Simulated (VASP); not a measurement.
Calculation: PBE GGA, VASP's PBE PAW potentials (set 64) (plane waves; VASP).

A VASP calculation is set up with these files.

**POSCAR**
```
PbTe
1
    0.0000000000     3.2710210000     3.2710210000
    3.2710210000     0.0000000000     3.2710210000
    3.2710210000     3.2710210000     0.0000000000
Te Pb
1 1
Direct
  0.5000000000   0.5000000000   0.5000000000
  0.0000000000   0.0000000000   0.0000000000
```

**INCAR**
```
ENCUT  =  300   # plane-wave cut-off (eV)
LWAVE  =  .FALSE.
LREAL  =  .FALSE.   # projection in real space or not
LASPH  =  .TRUE.
NELM  =  100
PREC  =  Accurate
LCHARG  =  .FALSE.
GGA  =  PE   # PBE
SIGMA  =  0.01
ALGO  =  Normal   # blocked Davidson
EDIFF  =  1E-6
ISIF  =  2   # forces and stress, cell fixed
ISMEAR  =  -1
LMAXMIX  =  4
SYSTEM  =  PbTe
```

File KPOINTS:
```
Automatic mesh
0
Gamma
6 6 6
0 0 0
```

POTCAR, in this order: Te Pb_d (PBE.64 set). Program: vasp_std.

Task: What will the output report for the number of irreducible k-points (NKPTS), largest plane-wave count, number of space-group operations, FFT grid (NGX, NGY, NGZ)?

Result: 
| Item | Result |
|---|---|
| number of irreducible k-points (NKPTS) | 16 |
| largest plane-wave count | 869 |
| number of space-group operations | 48 |
| FFT grid (NGX, NGY, NGZ) | 28 × 28 × 28 |

The structure is a typed PbTe crystal. The cell was not relaxed at this level.
